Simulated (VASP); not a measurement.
Crystal: GaAs.

```
Ga As
1.0
     0.00000    2.87509    2.87509
     2.87509    0.00000    2.87509
     2.87509    2.87509    0.00000
Ga As
1 1
Direct
  0.00000 0.00000 0.00000
  0.25000 0.25000 0.25000
```

The cell is a database's computed one.

```yaml
Program: VASP 6.6.1
Task: relaxation of cell and atoms
Functional: PBE
Dispersion: D3(BJ)
Potentials_or_basis: VASP PAW PBE potentials, release 64 (Ga_d, As)
Cutoff: 600 eV
k_mesh: 10 × 10 × 10
Occupations: gaussian, width 0.01 eV
Spin: no spin polarisation
```

At the start: pressure -2.3 GPa; volume 23.77 Å³/atom.

Task: Where does the relaxation end?

Result: Over 3 steps the energy falls by 6.3 meV/atom and the volume is 22.91 Å³/atom (-3.6 %); space group F-43m (No. 216, to 0.05 Å).

Step by step:
```tsv
step	energy change (eV)	largest force (eV/Å)	pressure (GPa)	volume (Å³)
1	0.0000	0.0000	-2.27	47.53
2	-0.0111	0.0000	0.85	45.25
3	-0.0126	0.0000	0.02	45.81
```

Final structure:
```
Ga As
1.0
     0.00000    2.84004    2.84004
     2.84004    0.00000    2.84004
     2.84004    2.84004    0.00000
Ga As
1 1
Direct
  0.00000 0.00000 0.00000
  0.25000 0.25000 0.25000
```
